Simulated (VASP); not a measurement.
All values below come from PBE GGA, VASP's PBE PAW potentials (set 64) (plane waves; VASP).

Input for VASP

POSCAR:
```
BC62
1
    7.1465551589     0.0000000000     0.0000000000
    0.0000000000     7.1465551589     0.0000000000
    0.0000000000     0.0000000000     7.1465551589
C B
62 1
Direct
  0.5000584447   0.9992386813   0.9998280900
  0.6234908249   0.1274649330   0.1280506563
  0.7491587700   0.2513319175   0.0021969709
  0.8729976472   0.3769749696   0.1280520943
  0.7491555140   0.0016147371   0.2518922085
  0.8729880797   0.1274870507   0.3775193153
  0.0000253023   0.0004375206   0.0010277051
  0.1242848034   0.1254835931   0.1260623716
  0.2491470567   0.2495839185   0.9994277419
  0.3750018971   0.3740603103   0.1256581236
  0.5011872285   0.4992911164   0.0008573611
  0.6264699985   0.6254665375   0.1256867167
  0.7508915407   0.7513354186   0.9994558350
  0.8749756286   0.8762251941   0.1260850092
  0.2491538398   0.9988383304   0.2501786184
  0.3749885271   0.1250852813   0.3746265530
  0.4885268645   0.2422543204   0.2428439752
  0.7582168004   0.5119264743   0.2428820804
  0.8753819413   0.6254786137   0.3746380966
  0.5011889073   0.0002625187   0.4998816900
  0.6264413203   0.1251103023   0.6260412213
  0.7582120190   0.2422898766   0.5124955936
  0.8753699967   0.3740453064   0.6260429530
  0.7508913322   0.9988711171   0.7519148278
  0.8749722956   0.1255232640   0.8768291703
  0.0012190524   0.5003951922   0.9998473263
  0.1251966293   0.6248012330   0.1244432619
  0.2510567079   0.7494132924   0.9995704924
  0.3756738377   0.8752537789   0.1244298560
  0.9988657999   0.2513050734   0.2518750153
  0.1252917165   0.3749996079   0.3755585318
  0.2496181530   0.5002306091   0.2485730117
  0.3757532845   0.6246831004   0.3687016419
  0.5002366623   0.7508429811   0.2485916228
  0.6254832012   0.8751632683   0.3755628734
  0.0012096448   0.9992935934   0.5009708406
  0.1251855354   0.1238896482   0.6253728304
  0.2496122655   0.2480034465   0.5008137064
  0.3757804443   0.3681247037   0.6252532300
  0.6323564496   0.6247009942   0.6252575694
  0.7524779003   0.7508631840   0.5008280597
  0.8766272994   0.8752917074   0.6253987434
  0.2510536848   0.9989902852   0.7500071137
  0.3756800476   0.1238492389   0.8758322111
  0.5002306883   0.2479962497   0.7514067925
  0.6254768264   0.3749936646   0.8757326759
  0.7524794783   0.5002431236   0.7514298361
  0.8766374764   0.6248116045   0.8758442647
  0.0016056645   0.7513182087   0.2501790537
  0.1256458514   0.8748268022   0.3753204043
  0.0002046087   0.4992938580   0.4998937318
  0.1265125805   0.6238638783   0.6244546092
  0.2513582198   0.7491224319   0.4989165223
  0.3766172175   0.8739736778   0.6244347166
  0.0016045749   0.2496069578   0.7519106180
  0.1256461805   0.3747518920   0.8753925529
  0.2513741839   0.4983400761   0.7497112261
  0.3766432734   0.6238622154   0.8745694237
  0.5021338114   0.7491044640   0.7497033385
  0.6257220866   0.8748130439   0.8753862055
  0.0015020149   0.7494299698   0.7500133913
  0.1258197903   0.8746519437   0.8752266401
  0.4977895753   0.5026706965   0.5032480797
```

### KPOINTS
```
Automatic mesh
0
Gamma
1 1 1
0 0 0
```

INCAR:
```
SYSTEM = BC62
PREC = Normal
ENCUT = 400
EDIFF = 1E-6
NELM = 100
ALGO = Fast
LREAL = Auto
LASPH = .TRUE.
ISMEAR = 0
SIGMA = 0.05
GGA = PE
LWAVE = .TRUE.
LCHARG = .FALSE.
NELMIN = 4
ISYM = 0
NELECT = 252.0
ISPIN = 2
NUPDOWN = 2
MAGMOM = 63*0.0317
LORBIT = 11
LHYPERFINE = .TRUE.
```

POTCAR, in this order: C B (PBE.64 set). Program: vasp_gam. Read from the step before: WAVECAR.

Output

### OSZICAR
```
       N       E                     dE             d eps       ncg     rms          rms(c)
DAV:   1    -0.550274597129E+03   -0.55027E+03   -0.22253E-06   544   0.384E-03    0.100E-03
RMM:   2    -0.550274597103E+03    0.26172E-07   -0.36588E-07   372   0.163E-03    0.569E-04
RMM:   3    -0.550274597098E+03    0.47548E-08   -0.11304E-07   346   0.787E-04    0.233E-04
RMM:   4    -0.550274597100E+03   -0.20555E-08   -0.11762E-08   170   0.492E-04
   1 F= -.55027460E+03 E0= -.55027460E+03  d E =-.296684E-16  mag=     2.0000
```

OUTCAR:
```
------------------------ aborting loop because EDIFF is reached ----------------------------------------
  FORCE on cell =-STRESS in cart. coord.  units (eV):
  Direction    XX          YY          ZZ          XY          YZ          ZX
  --------------------------------------------------------------------------------------
  Total       13.1718395     13.1897606     13.1850142      5.4341643     -5.4158433      5.4046732
  in kB       57.8184923     57.8971577     57.8763234     23.8535542    -23.7731331     23.7241015
  external PRESSURE =      57.8639911 kB  Pullay stress =       0.0000000 kB
  volume of cell :      365.00
      direct lattice vectors                 reciprocal lattice vectors
     7.146555159  0.000000000  0.000000000     0.139927556  0.000000000  0.000000000
     0.000000000  7.146555159  0.000000000     0.000000000  0.139927556  0.000000000
     0.000000000  0.000000000  7.146555159     0.000000000  0.000000000  0.139927556
 POSITION                                       TOTAL-FORCE (eV/Angst)
 -----------------------------------------------------------------------------------
      3.57370      7.14111      7.14533         0.005348     -0.001036      0.000463
      4.45581      0.91094      0.91512         0.000159      0.000994     -0.002398
      5.35390      1.79616      0.01570         0.000531     -0.004695      0.004382
      6.23893      2.69407      0.91513         0.001432     -0.000960      0.000047
      5.35388      0.01154      1.80016         0.002287      0.001980     -0.001075
      6.23886      0.91109      2.69796         0.000661     -0.001432      0.003837
      0.00018      0.00313      0.00734         0.006490     -0.000660      0.000943
      0.88821      0.89678      0.90091        -0.004915     -0.001908     -0.002348
      1.78054      1.78367      7.14247        -0.001110      0.000102     -0.002152
      2.67997      2.67324      0.89802        -0.000995     -0.006413      0.000677
      3.58176      3.56821      0.00613         0.001035      0.007177      0.000077
      4.47710      4.46993      0.89823        -0.004062     -0.000236      0.000844
      5.36629      5.36946      7.14267         0.001075      0.000565     -0.003262
      6.25306      6.26199      0.90107        -0.000270      0.000139     -0.000774
      1.78059      7.13825      1.78792        -0.003131      0.001689     -0.005175
      2.67988      0.89393      2.67729         0.001965     -0.000689     -0.001474
      3.49128      1.73128      1.73550        -0.004136      0.002951     -0.001650
      5.41864      3.65851      1.73577         0.001432      0.002484     -0.002385
      6.25597      4.47002      2.67737        -0.000992     -0.003046      0.000062
      3.58177      0.00188      3.57243        -0.002107      0.004840      0.001819
      4.47690      0.89411      4.47404         0.004196     -0.004622      0.000845
      5.41860      1.73154      3.66258        -0.000312     -0.002863      0.003753
      6.25588      2.67314      4.47405         0.001518     -0.000242      0.001979
      5.36629      7.13849      5.37360        -0.002876      0.003241      0.001552
      6.25304      0.89706      6.26631         0.000129     -0.003589     -0.002563
      0.00871      3.57610      7.14546         0.001561      0.002961     -0.002094
      0.89472      4.46518      0.88934         0.001087     -0.000125      0.000287
      1.79419      5.35572      7.14349        -0.001560      0.003738     -0.002312
      2.68477      6.25505      0.88924        -0.003842     -0.001561      0.004738
      7.13845      1.79597      1.80004        -0.001465     -0.001052     -0.001446
      0.89540      2.67996      2.68395         0.001545     -0.002176      0.000105
      1.78391      3.57493      1.77644        -0.001264     -0.001027      0.002504
      2.68534      4.46433      2.63495         0.005876      0.002566      0.001338
      3.57497      5.36594      1.77657         0.002967     -0.002432     -0.001037
      4.47005      6.25440      2.68398        -0.004567     -0.000335      0.002498
      0.00864      7.14151      3.58022        -0.000341     -0.003866      0.000854
      0.89465      0.88538      4.46926         0.003541     -0.001896      0.001377
      1.78387      1.77237      3.57909         0.001949      0.005966     -0.003349
      2.68554      2.63082      4.46841        -0.001157      0.000141      0.002405
      4.51917      4.46446      4.46844        -0.002976     -0.003316      0.001579
      5.37762      5.36609      3.57920         0.000614      0.000879     -0.001922
      6.26487      6.25532      4.46945         0.000301     -0.002157     -0.003861
      1.79417      7.13934      5.35997        -0.004423     -0.003167     -0.002011
      2.68482      0.88510      6.25918        -0.003492     -0.000202      0.001504
      3.57493      1.77232      5.36997         0.003348      0.005606      0.002363
      4.47000      2.67991      6.25847        -0.003074      0.001642     -0.002645
      5.37764      3.57502      5.37013        -0.002668     -0.000021     -0.000593
      6.26494      4.46525      6.25927        -0.000683     -0.003377      0.004429
      0.01147      5.36934      1.78792         0.001686      0.004499     -0.001548
      0.89794      6.25200      2.68225        -0.002051     -0.001652      0.002615
      0.00146      3.56823      3.57252        -0.000086      0.001315      0.000266
      0.90413      4.45848      4.46270        -0.000602      0.000898      0.000098
      1.79635      5.35364      3.56553        -0.000438      0.000386      0.003401
      2.69152      6.24590      4.46256         0.000521      0.001111      0.003911
      0.01147      1.78383      5.37357         0.000776      0.000922      0.002838
      0.89794      2.67819      6.25604         0.000796      0.001626     -0.000919
      1.79646      3.56141      5.35785        -0.000470      0.001193     -0.002600
      2.69170      4.45847      6.25016        -0.005372     -0.001883      0.000866
      3.58853      5.35352      5.35780         0.000339      0.002651     -0.003496
      4.47176      6.25190      6.25600        -0.003427      0.000725      0.001092
      0.01073      5.35584      5.36001         0.002784      0.003406      0.000322
      0.89918      6.25075      6.25486        -0.001673      0.001041      0.000523
      3.55748      3.59236      3.59649         0.012587     -0.006794     -0.008103
 -----------------------------------------------------------------------------------
    total drift:                               -0.025948      0.024871      0.004877
  FREE ENERGIE OF THE ION-ELECTRON SYSTEM (eV)
  ---------------------------------------------------
  free  energy   TOTEN  =      -550.2745970999 eV

  energy  without entropy=     -550.2745970999  energy(sigma->0) =     -550.27459710

 total charge

# of ion       s       p       d       tot
------------------------------------------
    1        0.832   1.758   0.000   2.590
    2        0.827   1.756   0.000   2.583
    3        0.827   1.758   0.000   2.585
    4        0.827   1.756   0.000   2.583
    5        0.827   1.758   0.000   2.585
    6        0.827   1.756   0.000   2.583
    7        0.828   1.762   0.000   2.590
    8        0.826   1.760   0.000   2.586
    9        0.830   1.759   0.000   2.589
   10        0.829   1.768   0.000   2.597
   11        0.827   1.758   0.000   2.585
   12        0.829   1.768   0.000   2.597
   13        0.830   1.759   0.000   2.589
   14        0.826   1.760   0.000   2.586
   15        0.830   1.759   0.000   2.589
   16        0.829   1.768   0.000   2.597
   17        0.839   1.731   0.000   2.570
   18        0.839   1.731   0.000   2.571
   19        0.829   1.768   0.000   2.597
   20        0.827   1.758   0.000   2.585
   21        0.829   1.768   0.000   2.597
...
```
(Selected blocks of OUTCAR.)

**OUTCAR**
```
 val. band max:       10.9314858926   @ k =   0.0000   0.0000   0.0000

 cond. band min:      12.0998422110   @ k =   0.0000   0.0000   0.0000


 Fermi energy:        11.2597488092

 spin component 1

 k-point     1 :       0.0000    0.0000    0.0000
  band No.  band energies     occupation
      1     -11.9866      1.00000
      2      -9.8166      1.00000
      3      -9.8163      1.00000
      4      -9.8027      1.00000
      5      -9.8024      1.00000
      6      -9.6397      1.00000
      7      -9.3022      1.00000
      8      -7.6786      1.00000
      9      -7.6783      1.00000
     10      -7.6614      1.00000
     11      -7.6552      1.00000
     12      -7.6550      1.00000
     13      -7.6059      1.00000
     14      -7.6056      1.00000
     15      -7.5553      1.00000
     16      -7.4301      1.00000
     17      -7.4298      1.00000
     18      -7.2240      1.00000
     19      -6.8671      1.00000
     20      -6.2605      1.00000
     21      -6.2602      1.00000
     22      -6.0586      1.00000
     23      -4.9894      1.00000
     24      -3.9152      1.00000
     25      -3.8684      1.00000
     26      -3.8265      1.00000
     27      -3.8262      1.00000
     28      -3.3377      1.00000
     29      -3.3374      1.00000
     30      -3.3080      1.00000
     31      -3.2980      1.00000
     32      -3.2977      1.00000
     33      -3.1885      1.00000
     34      -2.6826      1.00000
     35      -2.6414      1.00000
     36      -2.6409      1.00000
     37      -2.5918      1.00000
     38      -2.5917      1.00000
     39      -2.5803      1.00000
     40      -2.4607      1.00000
     41      -2.4605      1.00000
     42      -2.3770      1.00000
     43      -2.3766      1.00000
     44      -1.2627      1.00000
     45      -0.2193      1.00000
     46       0.6008      1.00000
     47       0.6009      1.00000
     48       0.6201      1.00000
     49       0.6438      1.00000
...
```

At this cut-off the stress carries a Pulay error, which pulls relaxed volumes low. The cell is charged, with a uniform compensating background.  The supercell is sampled at Γ alone, which is coarse: total energies, pressure and levels can be off, energies of defects by several tenths of an eV.

The cell is a supercell with a defect, built from C (diamond): B_C-vac_C, charge -1.
